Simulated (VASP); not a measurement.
Energy against volume of CuZn (CsCl type). Calculation: LDA (Ceperley-Alder, Perdew-Zunger), VASP's LDA PAW potentials (set 64) (plane waves; VASP 6.6.1).

```json
[
 {"V (Å³/atom)": "11.162", "E (eV/atom)": "-3.37088"},
 {"V (Å³/atom)": "11.518", "E (eV/atom)": "-3.38902"},
 {"V (Å³/atom)": "11.875", "E (eV/atom)": "-3.39495"},
 {"V (Å³/atom)": "12.231", "E (eV/atom)": "-3.39071"},
 {"V (Å³/atom)": "12.587", "E (eV/atom)": "-3.37798"}
]
```

**Question.** Fit a third-order Birch-Murnaghan equation of state.

**Answer.** 
```json
{
 "volume_per_atom": "11.89 Å³/atom",
 "bulk_modulus": "151 GPa",
 "pressure_derivative_of_the_bulk_modulus": "5.07",
 "lattice_constant_a": "2.876 Å"
}
```

Measured: bulk modulus 116 GPa (computed value off by +30.1 %), as given by Niraj K. Nepal et al., Physical Review B (2020), arXiv:2007.11150; a 2.958 Å (computed value off by -2.8 %), as given by First-Principles Study on the Electrical and Thermal Conductivities of Cu–Zn Binary Alloys. The calculation is for a static lattice, while the measured bulk modulus, a hold thermal and zero-point effects, which are part of the difference.

The compound is CuZn in the CsCl type structure. It was relaxed first, which changed the volume by -7 %.
